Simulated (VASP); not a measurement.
Runs of VASP 6.6.1 on MoS2. The structure is hexagonal, space group P6_3/mmc (No. 194). The conventional cell has a = 3.161 Å, b = 3.161 Å, c = 12.910 Å, α = 90.00°, β = 90.00°, γ = 120.00°. Mo (site symmetry -6m2) is surrounded by 6 S at 2.40 Å. Around S (site symmetry 3m) lie 3 Mo at 2.40 Å. The cell was built by a generator and needn't be a form met in nature.

| level | gap on the mesh (eV) | pressure (GPa) | largest force (eV/Å) |
| --- | --- | --- | --- |
| SCAN+rVV10 | 1.34 | -0.7 | 0.11 |
| rev-vdW-DF2 | 1.20 | (a) | 0.18 |
| optB88-vdW | (b) | (d) | 0.34 |
| vdW-DF | (c) | 7.3 | 0.58 |

Alike in all rows: task single point; potentials or basis VASP PAW PBE potentials, release 64 (Mo_sv, S); no spin polarisation; cell as given; k mesh 8 × 8 × 2; cutoff (eV) 520; smearing fermi-dirac 0.05 eV.

Q: Fill in the values left out.

A: (a) 0.5; (b) 1.21; (c) 1.26; (d) 2.8.

Caveats: the PAW data sets were made with another functional, which shifts forces and pressure a little.

A k mesh can miss the band edges, and the runs leave out spin-orbit coupling on Mo.

Runs at the PBE level aren't shown here.
